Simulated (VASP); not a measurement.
# LiGe4N3 (P-3m1) in VASP: band structure with PBE

Aim: the band structure of LiGe4N3 with PBE.

All numbers are computed with VASP 6.6.1; they aren't measurements. Logs are shortened: lines on timing, memory, paths and dates and some standing lists are left out, and cuts for length are marked.

## (1) The crystal as given

It takes space group P-3m1 (No. 164, trigonal). Conventional cell: a = 3.067 Å, b = 3.067 Å, c = 13.018 Å, α = 90.00°, β = 90.00°, γ = 120.00°. Li (site symmetry -3m) has 6 N at 2.30 Å as nearest neighbours. Ge (site symmetry 3m) is surrounded by 3 N at 2.00 Å. Ge (site symmetry 3m) has 3 N at 2.23 Å as nearest neighbours. N (site symmetry 3m) has 3 Ge at 2.00 Å and 3 Li at 2.30 Å as nearest neighbours. N (site symmetry -3m) is surrounded by 6 Ge at 2.23 Å.

The cell was built by a generator and needn't be a form met in nature.

## (2) Band structure, PBE

POSCAR

```
LiGe4N3
1.0
    3.0666200000      0.0000000000      0.0000000000
   -1.5333100000      2.6557710000      0.0000000000
    0.0000000000      0.0000000000     13.0184000000
Li Ge N
1 4 3
Direct
    0.0000000000      0.0000000000      0.0000000000
    0.6666670000      0.3333330000      0.1851750000
    0.3333330000      0.6666670000      0.8148250000
    0.6666670000      0.3333330000      0.6044940000
    0.3333330000      0.6666670000      0.3955060000
    0.3333330000      0.6666670000      0.1131200000
    0.6666670000      0.3333330000      0.8868800000
    0.0000000000      0.0000000000      0.5000000000
```

INCAR.step1

```
SYSTEM = LiGe4N3
ALGO = Normal
EDIFF = 1E-6
ENCUT = 520
GGA = PE
ISIF = 2
ISMEAR = 0
KPAR = 2
LASPH = .True.
LCHARG = .True.
LREAL = .False.
LWAVE = .False.
NBANDS = 47
NELM = 100
PREC = Accurate
SIGMA = 0.1
```

KPOINTS.step1

```
k-points
0
Gamma
  12 12 4
  0 0 0
```

INCAR.step2

```
SYSTEM = LiGe4N3
ALGO = Normal
EDIFF = 1E-6
ENCUT = 520
GGA = PE
ICHARG = 11
ISIF = 2
ISMEAR = 0
KPAR = 2
LASPH = .True.
LCHARG = .False.
LREAL = .False.
LWAVE = .False.
NBANDS = 47
NELM = 100
PREC = Accurate
SIGMA = 0.05
```

KPOINTS.step2

```
path GMKGALHA,LM,KH
10
line-mode
reciprocal
 0.0000000000  0.0000000000  0.0000000000  G
 0.5000000000  0.0000000000  0.0000000000  M

 0.5000000000  0.0000000000  0.0000000000  M
 0.3333333333  0.3333333333  0.0000000000  K

 0.3333333333  0.3333333333  0.0000000000  K
 0.0000000000  0.0000000000  0.0000000000  G

 0.0000000000  0.0000000000  0.0000000000  G
 0.0000000000  0.0000000000  0.5000000000  A

 0.0000000000  0.0000000000  0.5000000000  A
 0.5000000000  0.0000000000  0.5000000000  L

 0.5000000000  0.0000000000  0.5000000000  L
 0.3333333333  0.3333333333  0.5000000000  H

 0.3333333333  0.3333333333  0.5000000000  H
 0.0000000000  0.0000000000  0.5000000000  A

 0.5000000000  0.0000000000  0.5000000000  L
 0.5000000000  0.0000000000  0.0000000000  M

 0.3333333333  0.3333333333  0.0000000000  K
 0.3333333333  0.3333333333  0.5000000000  H
```

Potentials or basis: VASP PAW PBE potentials, release 64 (Li_sv, Ge_d, N).

On the command line:

```bash
> cat potpaw_PBE.64/Li_sv/POTCAR potpaw_PBE.64/Ge_d/POTCAR potpaw_PBE.64/N/POTCAR > POTCAR
> cp INCAR.step1 INCAR
> cp KPOINTS.step1 KPOINTS
> mpirun -np 2 vasp_std > vasp.out
> cp INCAR.step2 INCAR
> cp KPOINTS.step2 KPOINTS
> mpirun -np 2 vasp_std > vasp.out
```

OUTCAR:

```text
SYSTEM = LiGe4N3
   EDIFF = 1E-6
   ENCUT = 520
   GGA = PE
   ICHARG = 11
   ISIF = 2
   ISMEAR = 0
   LASPH = .True.
   LREAL = .False.
   NELM = 100
   PREC = Accurate

 ion  position               nearest neighbor table
   1  0.000  0.000  0.000-
   2  0.667  0.333  0.185-   6 2.00   6 2.00   6 2.00
   3  0.333  0.667  0.815-   7 2.00   7 2.00   7 2.00
   4  0.667  0.333  0.604-   8 2.23   8 2.23   8 2.23
   5  0.333  0.667  0.396-   8 2.23   8 2.23   8 2.23
   6  0.333  0.667  0.113-   2 2.00   2 2.00   2 2.00
   7  0.667  0.333  0.887-   3 2.00   3 2.00   3 2.00
   8  0.000  0.000  0.500-   4 2.23   5 2.23   4 2.23   5 2.23   4 2.23   5 2.23

  LATTYP: Found a hexagonal cell.
 ALAT       =     3.0666200000
 C/A-ratio  =     4.2451950356

  Lattice vectors:

 A1 = (   3.0666200000,   0.0000000000,   0.0000000000)
 A2 = (  -1.5333100000,   2.6557710000,   0.0000000000)
 A3 = (   0.0000000000,   0.0000000000,  13.0184000000)

Analysis of symmetry for initial positions (statically):
=====================================================================
 Subroutine PRICEL returns:
 Original cell was already a primitive cell.

 Routine SETGRP: Setting up the symmetry group for a
 hexagonal supercell.

 Subroutine GETGRP returns: Found 12 space group operations
 (whereof 12 operations were pure point group operations)
 out of a pool of 24 trial point group operations.

The static configuration has the point symmetry D_3d.

Analysis of symmetry for dynamics (positions and initial velocities):
=====================================================================
 Subroutine PRICEL returns:
 Original cell was already a primitive cell.

 Routine SETGRP: Setting up the symmetry group for a
 hexagonal supercell.

 Subroutine GETGRP returns: Found 12 space group operations
 (whereof 12 operations were pure point group operations)
 out of a pool of 24 trial point group operations.

The dynamic configuration has the point symmetry D_3d.

 Subroutine INISYM returns: Found 12 space group operations
 (whereof 12 operations are pure point group operations),
 and found     1 'primitive' translations

----------------------------------------------------------------------------------------

                                     Primitive cell

  volume of cell :     106.0250

  direct lattice vectors                    reciprocal lattice vectors
     3.066620000  0.000000000  0.000000000     0.326091919  0.188269245  0.000000000
    -1.533310000  2.655771000  0.000000000     0.000000000  0.376538489  0.000000000
     0.000000000  0.000000000 13.018400000     0.000000000  0.000000000  0.076814355

  length of vectors
     3.066620000  3.066620153 13.018400000     0.376538508  0.376538489  0.076814355

  position of ions in fractional coordinates (direct lattice)
     0.000000000  0.000000000  0.000000000
     0.666667000  0.333333000  0.185175000
     0.333333000  0.666667000  0.814825000
     0.666667000  0.333333000  0.604494000
     0.333333000  0.666667000  0.395506000
     0.333333000  0.666667000  0.113120000
     0.666667000  0.333333000  0.886880000
     0.000000000  0.000000000  0.500000000

  ion indices of the primitive-cell ions
   primitive index   ion index
                 1           1
                 2           2
                 3           3
                 4           4
                 5           5
                 6           6
                 7           7
                 8           8

----------------------------------------------------------------------------------------

 KPOINTS: path GMKGALHA,LM,KH

Interpolating k-points between supplied coordinates.

 Line segments in fractional coordinates (reciprocal lattice):
    0.000000  0.000000  0.000000  ...  0.500000  0.000000  0.000000
    0.500000  0.000000  0.000000  ...  0.333333  0.333333  0.000000
    0.333333  0.333333  0.000000  ...  0.000000  0.000000  0.000000
    0.000000  0.000000  0.000000  ...  0.000000  0.000000  0.500000
    0.000000  0.000000  0.500000  ...  0.500000  0.000000  0.500000
    0.500000  0.000000  0.500000  ...  0.333333  0.333333  0.500000
    0.333333  0.333333  0.500000  ...  0.000000  0.000000  0.500000
    0.500000  0.000000  0.500000  ...  0.500000  0.000000  0.000000
    0.333333  0.333333  0.000000  ...  0.333333  0.333333  0.500000

 Generated    10 points on each line segment, for a total of     90 k-points:

 Following reciprocal coordinates:
            Coordinates               Weight
  0.000000  0.000000  0.000000      0.011111
  0.055556  0.000000  0.000000      0.011111
  0.111111  0.000000  0.000000      0.011111
  0.166667  0.000000  0.000000      0.011111
  0.222222  0.000000  0.000000      0.011111
  0.277778  0.000000  0.000000      0.011111
[... 16 lines left out ...]
  0.259259  0.259259  0.000000      0.011111
  0.222222  0.222222  0.000000      0.011111
 [... further k-points ...]
   k-points           NKPTS =     90   k-points in BZ     NKDIM =     90   number of bands    NBANDS=     47
   number of dos      NEDOS =    301   number of ions     NIONS =      8
   total plane-waves  NPLWV =  56448
   dimension x,y,z NGX =    24 NGY =   24 NGZ =   98
   dimension x,y,z NGXF=    48 NGYF=   48 NGZF=  196
   ions per type =               1   4   3
   NGX,Y,Z   is equivalent  to a cutoff of  13.01, 13.01, 12.51 a.u.
   NGXF,Y,Z  is equivalent  to a cutoff of  26.02, 26.02, 25.03 a.u.
 SYSTEM =  LiGe4N3
   PREC   = accura    normal or accurate (medium, high low for compatibility)
   ISTART =      0    job   : 0-new  1-cont  2-samecut
   ICHARG =     11    charge: 1-file 2-atom 10-const
   ISPIN  =      1    spin polarized calculation?
   LNONCOLLINEAR =      F non collinear calculations
   LSORBIT =      F    spin-orbit coupling
   LASPH  =      T    aspherical Exc in radial PAW
   ENCUT  =  520.0 eV  38.22 Ry    6.18 a.u.   5.70  5.70 24.21*2*pi/ulx,y,z
   NELM   =    100;   NELMIN=  2; NELMDL=  0     # of ELM steps
   EDIFF  = 0.1E-05   stopping-criterion for ELM
   LREAL  =      F    real-space projection
   EDIFFG = 0.1E-04   stopping-criterion for IOM
   NSW    =      0    number of steps for IOM
   IBRION =     -1    ionic relax: 0-MD 1-quasi-New 2-CG
   NFREE  =      0    steps in history (QN), initial steepest desc. (CG)
   ISIF   =      2    stress and relaxation
   ISYM   =      2    0-nonsym 1-usesym 2-fastsym
   POTIM  = 0.5000    time-step for ionic-motion
   TEBEG  =    0.0;   TEEND  =   0.0 temperature during run
   PSTRESS=    0.0 pullay stress
   NELECT =      74.0000    total number of electrons
   NUPDOWN=      -1.0000    fix difference up-down
   EMIN   =  10.00;   EMAX   =-10.00  energy-range for DOS
   EFERMI =   0.00;   METHOD = LEGACY
   ISMEAR =     0;   SIGMA  =   0.05  broadening in eV -4-tet -1-fermi 0-gaus
   EFERMI_NEDOS =   21; number of points for ismear=-14 and -15
   IALGO  =     38    algorithm
   IMIX   =      4    mixing-type and parameters
     AMIX     =   0.40;   BMIX     =  1.00
     AMIX_MAG =   1.60;   BMIX_MAG =  1.00
  volume/ion in A,a.u.               =      13.25        89.44
  Fermi-wavevector in a.u.,A,eV,Ry     =   1.452165  2.744194 28.691742  2.108784
  Thomas-Fermi vector in A             =   2.569579
   LORBIT       =      0    0 simple, 1 ext, 2 COOP (PROOUT), +10 PAW based schemes
   GGA     = PE    functional components
   LHFCALC =     F    Hartree Fock is set to
   AEXX    =    0.0000 exact exchange contribution
   IVDW    =     0    specifies the selected vdW correction
   LEPSILON=     F    determine dielectric tensor
   LRPA    =     F    only Hartree local field effects (RPA)
 non-spin polarized calculation
 Gauss-broadening in eV      SIGMA  =   0.05
  energy-cutoff  :      520.00
  volume of cell :      106.02
 maximum number of plane-waves:      2884
 NGX is ok and might be reduce to    24

 number of electron      73.9999955 magnetization

 Free energy of the ion-electron system (eV)
  ---------------------------------------------------
  ext. energy  EPLUGINS =         0.00000000
  ---------------------------------------------------
  free energy    TOTEN  =       -42.82520123 eV

  energy without entropy =      -42.82231158  energy(sigma->0) =      -42.82375641

 E-fermi :   6.3316     XC(G=0): -11.1291

 val. band max:        6.3033325816   @ k =   0.1481   0.1481   0.5000
 cond. band min:       6.3332380288   @ k =   0.3889   0.0000   0.0000
 fundamental gap:      0.0299054473
 Fermi energy:         6.3316157726

 k-point     1 :       0.0000    0.0000    0.0000
  band No.  band energies     occupation
      1     -39.3188      2.00000
      2     -18.6713      2.00000
      3     -18.6713      2.00000
      4     -18.6648      2.00000
      5     -18.6648      2.00000
      6     -18.6564      2.00000
[... 39 lines left out ...]
     46      13.7237      0.00000
     47      13.7241      0.00000

 k-point     2 :       0.0556    0.0000    0.0000
  band No.  band energies     occupation
      1     -39.3184      2.00000
      2     -18.6721      2.00000
      3     -18.6691      2.00000
      4     -18.6653      2.00000
      5     -18.6627      2.00000
      6     -18.6551      2.00000
[... 39 lines left out ...]
     46      13.5629      0.00000
     47      13.7426      0.00000

 k-point     3 :       0.1111    0.0000    0.0000
  band No.  band energies     occupation
      1     -39.3173      2.00000
      2     -18.6749      2.00000
      3     -18.6671      2.00000
      4     -18.6629      2.00000
      5     -18.6567      2.00000
      6     -18.6512      2.00000
[... 1039 lines left out ...]
     46      12.7943      0.00000
     47      13.3123      0.00000

 k-point    24 :       0.2222    0.2222    0.0000
  band No.  band energies     occupation
      1     -39.3071      2.00000
      2     -18.6910      2.00000
      3     -18.6640      2.00000
      4     -18.6525      2.00000
      5     -18.6510      2.00000
      6     -18.6354      2.00000
[... 39 lines left out ...]
     46      12.3138      0.00000
     47      12.9201      0.00000

 [... further k-points ...]

------------------------ aborting loop because EDIFF is reached ----------------------------------------

  FORCE on cell =-STRESS in cart. coord.  units (eV):
  Direction    XX          YY          ZZ          XY          YZ          ZX
  --------------------------------------------------------------------------------------
  -------------------------------------------------------------------------------------
  Total       -4.6274516     -4.6274522     -4.2097038     -0.0000000     -0.0000000      0.0000000
  in kB      -69.9268984    -69.9269076    -63.6141789     -0.0000000     -0.0000000      0.0000000
  external PRESSURE =     -67.8226616 kB  Pullay stress =       0.0000000 kB

 VOLUME and BASIS-vectors are now :
 -----------------------------------------------------------------------------
  energy-cutoff  :      520.00
  volume of cell :      106.02
      direct lattice vectors                 reciprocal lattice vectors
     3.066620000  0.000000000  0.000000000     0.326091919  0.188269245  0.000000000
    -1.533310000  2.655771000  0.000000000     0.000000000  0.376538489  0.000000000
     0.000000000  0.000000000 13.018400000     0.000000000  0.000000000  0.076814355

 POSITION                                       TOTAL-FORCE (eV/Angst)
 -----------------------------------------------------------------------------------
      0.00000      0.00000      0.00000         0.000000      0.000000      0.000000
      1.53331      0.88526      2.41068         0.000000      0.000000      0.055386
     -0.00000      1.77051     10.60772        -0.000000     -0.000000     -0.055386
      1.53331      0.88526      7.86954         0.000000     -0.000000      0.334284
     -0.00000      1.77051      5.14886         0.000000      0.000000     -0.334284
     -0.00000      1.77051      1.47264        -0.000000      0.000000      0.125931
      1.53331      0.88526     11.54576         0.000000      0.000000     -0.125931
      0.00000      0.00000      6.50920         0.000000      0.000000      0.000000
 -----------------------------------------------------------------------------------
    total drift:                               -0.000000      0.000000      0.000000

  FREE ENERGIE OF THE ION-ELECTRON SYSTEM (eV)
  ---------------------------------------------------
  free  energy   TOTEN  =       -42.8252012347 eV

  energy  without entropy=      -42.8223115836  energy(sigma->0) =      -42.82375641
```

It took 7.1 min on 2 MPI ranks of AMD EPYC 7R13 (Zen 3), shared host; peak memory 0.41 GiB.

What came out:

```
Band gap along the path : none (metal or under the smearing width)
```

Levels at the corners of the path, in eV from the Fermi level:
```tsv
point	band 34	band 35	band 36	band 37	band 38	band 39	band 40	band 41
Γ	-2.09	-2.09	-1.76	0.38	1.34	3.04	4.03	5.88
M	-3.53	-2.92	-2.45	-1.39	-0.48	1.33	1.34	2.54
M	-3.53	-2.92	-2.45	-1.39	-0.48	1.33	1.34	2.54
K	-3.48	-3.48	-1.54	-1.54	-0.07	0.83	0.83	1.51
K	-3.48	-3.48	-1.54	-1.54	-0.07	0.83	0.83	1.51
Γ	-2.09	-2.09	-1.76	0.38	1.34	3.04	4.03	5.88
Γ	-2.09	-2.09	-1.76	0.38	1.34	3.04	4.03	5.88
A	-2.09	-2.09	-0.74	-0.35	1.49	3.25	3.77	5.88
A	-2.09	-2.09	-0.74	-0.35	1.49	3.25	3.77	5.88
L	-3.52	-2.83	-2.46	-1.35	-0.29	0.82	1.63	2.83
L	-3.52	-2.83	-2.46	-1.35	-0.29	0.82	1.63	2.83
H	-3.26	-3.26	-1.76	-1.76	-0.05	1.03	1.03	1.44
H	-3.26	-3.26	-1.76	-1.76	-0.05	1.03	1.03	1.44
A	-2.09	-2.09	-0.74	-0.35	1.49	3.25	3.77	5.88
L	-3.52	-2.83	-2.46	-1.35	-0.29	0.82	1.63	2.83
M	-3.53	-2.92	-2.45	-1.39	-0.48	1.33	1.34	2.54
K	-3.48	-3.48	-1.54	-1.54	-0.07	0.83	0.83	1.51
H	-3.26	-3.26	-1.76	-1.76	-0.05	1.03	1.03	1.44
```

Caveat: the cutoff is under 1.25 times the usual one of these potentials, so pressure, stress and relaxed cells hold a basis-set (Pulay) error; the log is that of the step along the path at fixed density, whose energy, stress, charges and moments have no meaning.
